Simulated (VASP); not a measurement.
Wanted: the native input for a VASP 6.6.1 run.

```
Task                      : relaxation of the atoms
Functional                : PBE
Potentials or basis       : VASP PAW PBE potentials, release 64 (Be, B)
Cutoff                    : 520 eV
k mesh                    : 4 × 4 × 1
Occupations               : fermi-dirac, width 0.15 eV
Spin                      : no spin polarisation
Dipole correction         : no
Atoms held fixed (from 0) : [0, 1, 2, 3]
Further INCAR settings    : LREAL = Auto; ALGO = Normal; EDIFF = 1e-07; IBRION = 2; EDIFFG = -0.03; NSW = 80
```

The structure of Be16B lies in POSCAR:

```
Be16B
1.0
    4.5800000000      0.0000000000      0.0000000000
    2.2900000000      3.9663960000      0.0000000000
    0.0000000000      0.0000000000     17.3826450000
Be B
16 1
Selective dynamics
Direct
   -0.1666667000      0.3333333000      0.0575286000  F F F
    0.3333333000      0.3333333000      0.0575286000  F F F
   -0.1666667000      0.8333333000      0.0575286000  F F F
    0.3333333000      0.8333333000      0.0575286000  F F F
    0.0000000000      0.0000000000      0.1607474000  T T T
    0.5000000000      0.0000000000      0.1607474000  T T T
    0.0000000000      0.5000000000      0.1607474000  T T T
    0.5000000000      0.5000000000      0.1607474000  T T T
   -0.1666667000      0.3333333000      0.2639662000  T T T
    0.3333333000      0.3333333000      0.2639662000  T T T
   -0.1666667000      0.8333333000      0.2639662000  T T T
    0.3333333000      0.8333333000      0.2639662000  T T T
    0.0000000000      0.0000000000      0.3671849000  T T T
    0.5000000000      0.0000000000      0.3671849000  T T T
    0.0000000000      0.5000000000      0.3671849000  T T T
    0.5000000000      0.5000000000      0.3671849000  T T T
    0.2446998000      0.2952965000      0.4546285000  T T T
```

The cell was built by a generator and needn't be a form met in nature.

The input as run:

INCAR

```
SYSTEM = Be16B
PREC = Accurate ; ENCUT = 520
EDIFF = 1E-7 ; ISMEAR = -1
SIGMA = 0.15 ; LREAL = Auto
LASPH = .TRUE. ; NELM = 100
ALGO = Normal ; ISIF = 2
LWAVE = .FALSE. ; LCHARG = .FALSE.
GGA = PE ; IBRION = 2
NSW = 80 ; EDIFFG = -0.03
```

KPOINTS

```
regular mesh
0
G
  4 4 1
  0 0 0
```

Potentials or basis: VASP PAW PBE potentials, release 64 (Be, B).

Command:

```console
$ cat potpaw_PBE.64/Be/POTCAR potpaw_PBE.64/B/POTCAR > POTCAR
$ mpirun -np 1 vasp_std > vasp.out
```

Results of the run:

```
Energy gained by relaxing : 34.4 meV/atom
Ionic steps               : 21
Band gap on the k mesh    : none (metal or under the smearing width)
```

Caveat: the k mesh is coarse (spacing up to 0.40 Å⁻¹), so the values aren't converged.

It took 45 min on 1 thread of Intel(R) Xeon(R) Platinum 8375C CPU @ 2.90GHz (Ice Lake), with other jobs on the host, peak memory 0.48 GiB.
